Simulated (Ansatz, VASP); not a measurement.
# One calculation of Al3Cl, two programs

```
Al Cl
1.0
     5.16688    0.00000    0.00000
     0.00000    5.16688    0.00000
     0.00000    0.00000    2.85547
Al Cl
3 1
Direct
  0.00000 0.00000 0.00000
  0.50000 0.00000 0.50000
  0.00000 0.50000 0.50000
  0.50000 0.50000 0.00000
```

Change from the starting cell: species swapped into the TmMg3 type (P4/mmm, No. 123).

Alike in both runs: functional PBE; k mesh 4 × 4 × 4; occupations gaussian, width 0.1 eV; no spin polarisation.

Ansatz relaxed the structure, and its values are those at the end. VASP's run is a single point on that final structure, the one shown.

```csv
,VASP,Ansatz
version,VASP 6.6.1,Ansatz 0.2.0
potentials or method,"VASP PAW PBE potentials, release 64 (Al, Cl)","scalar-relativistic, plane waves, PAW"
plane-wave cutoff (eV),520,420
valence electrons in the cell,16,16
```

|  | VASP | Ansatz | Ansatz less VASP |
| --- | --- | --- | --- |
| gap on the k mesh at the Fermi level (eV) | none | none | - |
| pressure (GPa) | 0.0 | 0.0 | +0.04 |

A gap of «none» marks a metal or a gap that the smearing closes.

Caveats: the k mesh is coarse (spacing up to 0.55 Å⁻¹), so the values aren't converged.
